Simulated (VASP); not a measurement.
A convergence study with VASP on WS$_{2}$ (atoms displaced from the space group 194 structure): a few settings are varied, all else stays as given below, so the limit is that of these other settings. The cell's lengths are 1 % over those of the tabulated start and one atom is moved, so it is off equilibrium.

```xyz
6
Lattice="1.5908 -2.7553 0.0000 1.5908 2.7553 0.0000 0.0000 0.0000 12.4432" Properties=species:S:1:pos:R:3 pbc="T T T"
W      1.5908     0.9184     3.1108
W      1.5908    -0.9184     9.3324
S      1.5908     0.9184    10.9251
S      1.5908    -0.9184     4.7035
S      1.5908    -0.9184     1.5181
S      1.6514     0.9184     7.7397
```

The numbers are results of PBEsol GGA, VASP's PBE PAW potentials (set 64) (plane waves; VASP), not measurements. The last row used: 900 eV cut-off, 7×7×2 Γ-centred mesh, Gaussian smearing of 0.050 eV, potentials W_sv S_h.

Unless said otherwise, spin-orbit coupling is left out, though it shifts the bands of the heavy elements here. Energies of different potentials or hybrids have different zeros.

| setting | E (eV/atom) | pressure (GPa) | largest force (eV/Å) | plane waves |
|---|---|---|---|---|
| ENCUT = 300, POTCAR W_sv S | -8.4066 | -6.17 | 0.890 | 1320 |
| ENCUT = 400, POTCAR W_sv S | -8.4094 | -5.65 | 0.896 | 2004 |
| ENCUT = 520, POTCAR W_sv S | … | … | 0.896 | 2972 |
| ENCUT = 700, POTCAR W_sv S | -8.4100 | -5.60 | 0.898 | 4606 |
| ENCUT = 900, POTCAR W_sv S | -8.4101 | -5.61 | 0.898 | 6739 |
| ENCUT = 300, POTCAR W S | -8.4210 | -6.79 | 0.941 | 1320 |
| ENCUT = 400, POTCAR W S | -8.4261 | -6.27 | 0.944 | 2004 |
| ENCUT = 520, POTCAR W S | -8.4265 | -6.28 | 0.944 | 2972 |
| ENCUT = 700, POTCAR W S | -8.4270 | -6.23 | 0.945 | 4606 |
| ENCUT = 900, POTCAR W S | -8.4270 | -6.23 | 0.945 | 6739 |
| ENCUT = 300, POTCAR W_sv S_h | -8.3920 | -6.09 | 0.847 | 1320 |
| ENCUT = 400, POTCAR W_sv S_h | -8.4015 | -5.79 | 0.873 | 2004 |
| ENCUT = 520, POTCAR W_sv S_h | … | … | 0.884 | 2972 |
| ENCUT = 700, POTCAR W_sv S_h | -8.4057 | -5.46 | 0.884 | 4606 |
| ENCUT = 900, POTCAR W_sv S_h | -8.4055 | -5.47 | 0.884 | 6739 |

Task: What belongs in the gaps?

Result: 
- ENCUT = 520, POTCAR W_sv S_h, E (eV/atom): -8.4048
- ENCUT = 520, POTCAR W_sv S_h, pressure (GPa): -5.59
- ENCUT = 520, POTCAR W_sv S, E (eV/atom): -8.4096
- ENCUT = 520, POTCAR W_sv S, pressure (GPa): -5.66

Left out are rungs that failed or repeat a setting and relaxations that didn't move; long series are thinned to 24 rows.

The compound is WS2 in the 2H layered structure. The cell was not relaxed at this level, it is distorted from the ideal structure.
